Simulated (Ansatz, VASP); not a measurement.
# In2S: VASP beside Ansatz, part 2 of 2

Aim: how closely do two programs agree when they are given the same cell, functional and k mesh? The cell is generated by rule, not measured, and may not be a known phase. The cell is taken from a series of runs on this material, whose earlier steps may have relaxed, scaled, displaced or heated it; both programs get it as it stands.

VASP 6.6.1 and Ansatz 0.2.0.

So far: The starting structure; VASP: relaxation of cell and atoms, PBEsol, pair 1; Ansatz: relaxation of cell and atoms, PBEsol, pair 1; Comparison.

**5. VASP: relaxation of cell and atoms, PBEsol, pair 2**

Level of this step: PBEsol; plane waves and PAW (S, In_d); invented cell (VASP).

The relaxed volume is the usual yardstick between codes: in a stiff, nearly cubic crystal its relative difference is about their pressure difference at one cell divided by the bulk modulus. This pair takes another cell of the material, with 6 atoms against 3 for the pair before.

INCAR reads:

```
SYSTEM = In2S
PREC = Accurate
ENCUT = 500
EDIFF = 1E-07
NELM = 120
ISMEAR = 1
SIGMA = 0.15
LREAL = .FALSE.
ALGO = Normal
GGA = PS
NBANDS = 39
LORBIT = 11
LWAVE = .FALSE.
LCHARG = .FALSE.
ISIF = 3
IBRION = 2
NSW = 80
EDIFFG = -0.005
LASPH = .TRUE.
GGA_COMPAT = .FALSE.
NELMIN = 4
KPAR = 2
```

POSCAR reads:

```
In2S
1.0
    3.7097120000      0.0000000000      0.0000000000
    0.0000000000      6.6847420000      0.0000000000
    0.0000000000      0.0000000000      6.2037330000
S In
2 4
Direct
    0.0000000000      0.5000000000      0.0991712570
    0.5000000000      0.0000000000      0.9008285818
    0.5000000000      0.7617263314      0.2870692533
    0.0000000000      0.2617263314      0.7129305855
    0.5000000000      0.2382736686      0.2870692533
    0.0000000000      0.7382736686      0.7129305855
```

KPOINTS reads:

```
Automatic mesh
0
Gamma
8 6 6
0 0 0
```

PAW data sets: S and In_d (PBE family, release 64).

Started as:

```bash
> mpirun -np 2 vasp_std
```

Numbers of over 12 decimals in the logs are rounded to 6 here.

Log:

```text
[banner, memory and clock lines left out]
running    2 mpi-ranks, on    1 nodes
[...]
[... a notice as in an earlier step ...]

 LDA part: xc-table for (Slater+PW92), standard interpolation
 POSCAR, INCAR and KPOINTS ok, starting setup
[...]
entering main loop
       N       E                     dE             d eps       ncg     rms          rms(c)
DAV:   1     0.644835729034E+03    0.64484E+03   -0.29298E+04  6240   0.202E+03
DAV:   2     0.638822789102E+02   -0.58095E+03   -0.56684E+03  6254   0.504E+02
DAV:   3    -0.178998367345E+02   -0.81782E+02   -0.78942E+02  7826   0.199E+02
DAV:   4    -0.226463996180E+02   -0.47466E+01   -0.47030E+01  7449   0.485E+01
[...]
DAV:  13    -0.220710583753E+02   -0.55117E-06   -0.27776E-06  9540   0.142E-02    0.758E-03
DAV:  14    -0.220710586374E+02   -0.26207E-06   -0.45916E-07  7321   0.340E-03    0.245E-03
DAV:  15    -0.220710587183E+02   -0.80923E-07   -0.37075E-08  4261   0.147E-03
   1 F= -.22071059E+02 E0= -.22070756E+02  d E =-.220711E+02
[... from here on, the cycles between the ionic steps are left out ...]
   2 F= -.22073277E+02 E0= -.22073110E+02  d E =-.221845E-02
   5 F= -.22077893E+02 E0= -.22078383E+02  d E =-.103550E-02
   6 F= -.22077895E+02 E0= -.22078393E+02  d E =-.103768E-02
   7 F= -.22078613E+02 E0= -.22079199E+02  d E =-.717464E-03
   8 F= -.22078843E+02 E0= -.22079498E+02  d E =-.947525E-03
   9 F= -.22078845E+02 E0= -.22079495E+02  d E =-.949278E-03
  10 F= -.22078955E+02 E0= -.22079634E+02  d E =-.110618E-03
  11 F= -.22079025E+02 E0= -.22079741E+02  d E =-.180339E-03
  12 F= -.22079088E+02 E0= -.22079808E+02  d E =-.626133E-04
  13 F= -.22079090E+02 E0= -.22079812E+02  d E =-.647651E-04
  14 F= -.22079107E+02 E0= -.22079845E+02  d E =-.173244E-04
 trial-energy change:   -0.000017  1 .order   -0.000017   -0.000023   -0.000011
 step:   2.3732(harm=  2.7260)  dis= 0.00195  next Energy=   -22.079111 (dE=-0.208E-04)
 reached required accuracy - stopping structural energy minimisation
```

From OUTCAR (step 5):

```text
  Total       -0.0153875     -0.0083331     -0.0149890      0.0000000      0.0000000      0.0000000
  in kB       -0.1602270     -0.0867707     -0.1560782      0.0000000      0.0000000      0.0000000
  external PRESSURE =      -0.1343586 kB  Pullay stress =       0.0000000 kB

 POSITION                                       TOTAL-FORCE (eV/Angst)
 -----------------------------------------------------------------------------------
      0.00000      3.37500      0.63871         0.000000      0.000000      0.001562
      1.82548      0.00000      5.60484         0.000000      0.000000     -0.001562
      1.82548      5.15879      1.77579         0.000000     -0.000214      0.002024
      0.00000      1.78379      4.46776        -0.000000     -0.000214     -0.002024
      1.82548      1.59121      1.77579         0.000000      0.000214      0.002024
      0.00000      4.96621      4.46776        -0.000000      0.000214     -0.002024
 -----------------------------------------------------------------------------------
    total drift:                                0.000000     -0.000000      0.001338

  FREE ENERGIE OF THE ION-ELECTRON SYSTEM (eV)
  ---------------------------------------------------
  free  energy   TOTEN  =       -22.0791070756 eV

  energy  without entropy=      -22.0813206267  energy(sigma->0) =      -22.07984493

[... 1 part as in an earlier step ...]

[... 3 further parts left out ...]
[key lines of the parts left out:]
E-fermi :   6.1535
```

**6. Ansatz: relaxation of cell and atoms, PBEsol, pair 2**

The same cell, functional, mesh and smearing now go to Ansatz, which takes its cutoff from its data sets.

The cell is taken from a series of runs on this material, whose earlier steps may have relaxed, scaled, displaced or heated it; both programs get it as it stands.

input.yaml reads:

```yaml
crystal:
  lattice:
    - [3.7097118985, 0.0, 0.0]
    - [0.0, 6.6847420018, 0.0]
    - [0.0, 0.0, 6.2037325631]
  atoms:
    - { symbol: S, position: [0.0, 0.5, 0.0991713091] }
    - { symbol: S, position: [0.5, 0.0, 0.9008286909] }
    - { symbol: In, position: [0.5, 0.7617263728, 0.2870692914] }
    - { symbol: In, position: [0.0, 0.2617263728, 0.7129307086] }
    - { symbol: In, position: [0.5, 0.2382736272, 0.2870692914] }
    - { symbol: In, position: [0.0, 0.7382736272, 0.7129307086] }
kpoints:
  mp_grid: { grid: [8, 6, 6] }
hamiltonian:
  xc: pbesol
scf:
  occupations: { method: methfessel_paxton, width: 0.15 }
output:
  forces: true
  stress: true
  eigenvalues: true
relax:
  adjacent_minimum: "off"
  f_tol: 0.001
  max_steps: 60
  cell: { stress_tol: 0.01 }
```

Started as:

```bash
> ansatz run input.yaml --threads 4 --pin off --max-ram 7168MiB --backend cpu --events-out ev --progress --plain --runs-dir out
```

Log:

```text
[...]
Crystal: 6 atoms, lattice volume = 153.843 Å³
Basis set: ecut = 420 eV, 3015 PW (Γ), exchange–correlation on 50×90×90 points (8 copies of the dense FFT grid, shifted against one another)
Bands: 39, of which v1, the nominal top of the filled ones, is band 32 counted from 1 (31 counted from 0)
Symmetry: 8 space group operations
[...]
k-points: 80 of 288
[...]
cell:  # Å, volume = 153.8936 Å³
    - [3.652069, 0, 0]
    - [0, 6.749735, 5.958034434848653e-18]
    - [0, 5.5293161988284555e-18, 6.243024]
  atoms:
    - { symbol: S, position: [0, 0.5, 0.102374] }
    - { symbol: S, position: [0.5, 0, 0.897626] }
    - { symbol: In, position: [0.5, 0.764142, 0.284254] }
    - { symbol: In, position: [0, 0.264142, 0.715746] }
    - { symbol: In, position: [0.5, 0.235858, 0.284254] }
    - { symbol: In, position: [0, 0.735858, 0.715746] }
[key lines of the parts left out:]
SCF converged after 5 iterations
Free energy (F): -23872.824444 eV
Fermi energy:    8.333498 eV
P = ⅓ Tr σ = -0.0011 GPa (-0.011 kbar)
```

**7. Side by side**

The two programs side by side:

| quantity | Ansatz | VASP | difference |
| --- | --- | --- | --- |
| volume (Å³) | 153.89 | 153.87 | +0.02 % |
| edge a after relaxation, in the typed setting (Å) | 3.652 | 3.651 | +0.03 % |
| edge b after relaxation, in the typed setting (Å) | 6.750 | 6.750 | +0.00 % |
| edge c after relaxation, in the typed setting (Å) | 6.243 | 6.244 | -0.01 % |

**8. VASP: relaxation of cell and atoms, PBEsol, pair 3**

The relaxed volume is the usual yardstick between codes: in a stiff, nearly cubic crystal its relative difference is about their pressure difference at one cell divided by the bulk modulus.

INCAR is that of step 5.

POSCAR reads:

```
In2S
1.0
    3.7100300000      0.0000000000      0.0000000000
    0.0000000000      6.6848000000      0.0000000000
    0.0000000000      0.0000000000      6.2033370000
S In
2 4
Direct
    0.5000000000      0.5000000000      0.0991393826
    0.0000000000      0.0000000000      0.9008606174
    0.5000000000      0.2617533808      0.7129048446
    0.0000000000      0.7617533808      0.2870949942
    0.5000000000      0.7382467688      0.7129048446
    0.0000000000      0.2382467688      0.2870949942
```

KPOINTS is that of step 5.

Started as:

```bash
> mpirun -np 2 vasp_std
```

Log:

```text
[... set-up lines as in an earlier step ...]
 entering main loop
       N       E                     dE             d eps       ncg     rms          rms(c)
DAV:   1     0.636469618123E+03    0.63647E+03   -0.28979E+04  6240   0.200E+03
DAV:   2     0.623880304001E+02   -0.57408E+03   -0.56034E+03  6254   0.503E+02
DAV:   3    -0.179975206331E+02   -0.80386E+02   -0.77310E+02  7758   0.197E+02
DAV:   4    -0.226467269937E+02   -0.46492E+01   -0.46046E+01  7472   0.482E+01
[...]
DAV:  13    -0.220709948774E+02   -0.50560E-06   -0.29984E-06  9546   0.148E-02    0.721E-03
DAV:  14    -0.220709951472E+02   -0.26974E-06   -0.42097E-07  6548   0.362E-03    0.262E-03
DAV:  15    -0.220709952286E+02   -0.81408E-07   -0.43080E-08  4247   0.155E-03
   1 F= -.22070995E+02 E0= -.22070689E+02  d E =-.220710E+02
[... from here on, the cycles between the ionic steps are left out ...]
   2 F= -.22073233E+02 E0= -.22073063E+02  d E =-.223774E-02
   5 F= -.22077915E+02 E0= -.22078399E+02  d E =-.100800E-02
   6 F= -.22077931E+02 E0= -.22078437E+02  d E =-.102391E-02
   7 F= -.22078666E+02 E0= -.22079262E+02  d E =-.735265E-03
   8 F= -.22078840E+02 E0= -.22079485E+02  d E =-.908992E-03
   9 F= -.22078951E+02 E0= -.22079634E+02  d E =-.111179E-03
  10 F= -.22078987E+02 E0= -.22079699E+02  d E =-.147068E-03
  11 F= -.22079064E+02 E0= -.22079786E+02  d E =-.775393E-04
  12 F= -.22079078E+02 E0= -.22079809E+02  d E =-.913470E-04
  13 F= -.22079084E+02 E0= -.22079813E+02  d E =-.975551E-04
  14 F= -.22079106E+02 E0= -.22079853E+02  d E =-.217884E-04
 trial-energy change:   -0.000022  1 .order   -0.000021   -0.000032   -0.000011
 step:   2.1306(harm=  2.1306)  dis= 0.00225  next Energy=   -22.079109 (dE=-0.242E-04)
 reached required accuracy - stopping structural energy minimisation
```

OUTCAR, selected parts (step 8):

```text
  Total       -0.0147456     -0.0051583     -0.0087878      0.0000000      0.0000000      0.0000000
  in kB       -0.1535522     -0.0537152     -0.0915109      0.0000000      0.0000000      0.0000000
  external PRESSURE =      -0.0995928 kB  Pullay stress =       0.0000000 kB

 POSITION                                       TOTAL-FORCE (eV/Angst)
 -----------------------------------------------------------------------------------
      1.82549      3.37521      0.63905         0.000000      0.000000      0.001176
      0.00000      0.00000      5.60374         0.000000      0.000000     -0.001176
      1.82549      1.78419      4.46742        -0.000000     -0.000767     -0.003114
      0.00000      5.15940      1.77537         0.000000     -0.000767      0.003114
      1.82549      4.96622      4.46742        -0.000000      0.000767     -0.003114
      0.00000      1.59102      1.77537         0.000000      0.000767      0.003114
 -----------------------------------------------------------------------------------
    total drift:                                0.000000     -0.000831      0.000836

  FREE ENERGIE OF THE ION-ELECTRON SYSTEM (eV)
  ---------------------------------------------------
  free  energy   TOTEN  =       -22.0791062037 eV

  energy  without entropy=      -22.0813464897  energy(sigma->0) =      -22.07985297

[... 2 parts as in an earlier step ...]

[... 2 further parts left out ...]
[key lines of the parts left out:]
E-fermi :   6.1540
```

**9. Ansatz: relaxation of cell and atoms, PBEsol, pair 3**

The same cell, functional, mesh and smearing now go to Ansatz, which takes its cutoff from its data sets.

The cell is taken from a series of runs on this material, whose earlier steps may have relaxed, scaled, displaced or heated it; both programs get it as it stands.

input.yaml, the sections that differ from step 6:

```yaml
crystal:
  lattice:
    - [3.7100301822, 0.0, 0.0]
    - [0.0, 6.684800496, 0.0]
    - [0.0, 0.0, 6.2033366056]
  atoms:
    - { symbol: S, position: [0.5, 0.5, 0.0991393938] }
    - { symbol: S, position: [0.0, 0.0, 0.9008606062] }
    - { symbol: In, position: [0.5, 0.2617532997, 0.7129049111] }
    - { symbol: In, position: [0.0, 0.7617532997, 0.2870950889] }
    - { symbol: In, position: [0.5, 0.7382467003, 0.7129049111] }
    - { symbol: In, position: [0.0, 0.2382467003, 0.2870950889] }
# kpoints, hamiltonian, scf, output, relax: as in step 6
```

Started as:

```bash
> ansatz run input.yaml --threads 4 --pin off --max-ram 7168MiB --backend cpu --events-out ev --progress --plain --runs-dir out
```

Log:

```text
[...]
Crystal: 6 atoms, lattice volume = 153.848 Å³
Basis set: ecut = 420 eV, 3015 PW (Γ), exchange–correlation on 50×90×90 points (8 copies of the dense FFT grid, shifted against one another)
Bands: 39, of which v1, the nominal top of the filled ones, is band 32 counted from 1 (31 counted from 0)
Symmetry: 8 space group operations
[...]
k-points: 80 of 288
[...]
cell:  # Å, volume = 153.8936 Å³
    - [3.652113, 0, 0]
    - [0, 6.749886, 0]
    - [0, 0, 6.242805]
  atoms:
    - { symbol: S, position: [0.5, 0.5, 0.102394] }
    - { symbol: S, position: [0, 0, 0.897606] }
    - { symbol: In, position: [0.5, 0.264143, 0.715755] }
    - { symbol: In, position: [0, 0.764143, 0.284245] }
    - { symbol: In, position: [0.5, 0.735857, 0.715755] }
    - { symbol: In, position: [0, 0.235857, 0.284245] }
[key lines of the parts left out:]
SCF converged after 6 iterations
Free energy (F): -23872.824444 eV
Fermi energy:    8.333556 eV
P = ⅓ Tr σ = -0.0001 GPa (-0.001 kbar)
```

**10. Side by side**

Compared:

| quantity | Ansatz | VASP | difference |
| --- | --- | --- | --- |
| volume (Å³) | 153.89 | 153.86 | +0.02 % |
| edge a after relaxation, in the typed setting (Å) | 3.652 | 3.651 | +0.03 % |
| edge b after relaxation, in the typed setting (Å) | 6.750 | 6.750 | -0.01 % |
| edge c after relaxation, in the typed setting (Å) | 6.243 | 6.243 | +0.00 % |

**11. What came out**

| Item | Value |
| --- | --- |
| difference in volume (relaxation of cell and atoms, PBEsol, pair 1) | 0.18 % |
| difference in edge a after relaxation, in the typed setting (relaxation of cell and atoms, PBEsol, pair 2) | 0.030 % |
| difference in edge a after relaxation, in the typed setting (relaxation of cell and atoms, PBEsol, pair 3) | 0.030 % |

The difference in volume is 0.18 % (relaxation of cell and atoms, PBEsol, pair 1), within the 1.2 % picked in this series as the mark of a large difference, as far as the stopping tolerances let one tell. 3 further runs of this series are not shown here. How closely two codes agree says nothing of how well the functional describes the real material.

[Lines on the potential files, build, host, timing and source positions are cut from VASP's logs without a mark.]

[Logs are printed without paths, hosts, clocks, repeated set-up lines and the standing remarks that a program may print on its own settings, such as how far it seeks lower states.]

[Hosts, paths, dates, database ids (printed as entryN), source tags and the programs' standing remarks are cut or masked in the printed files.]
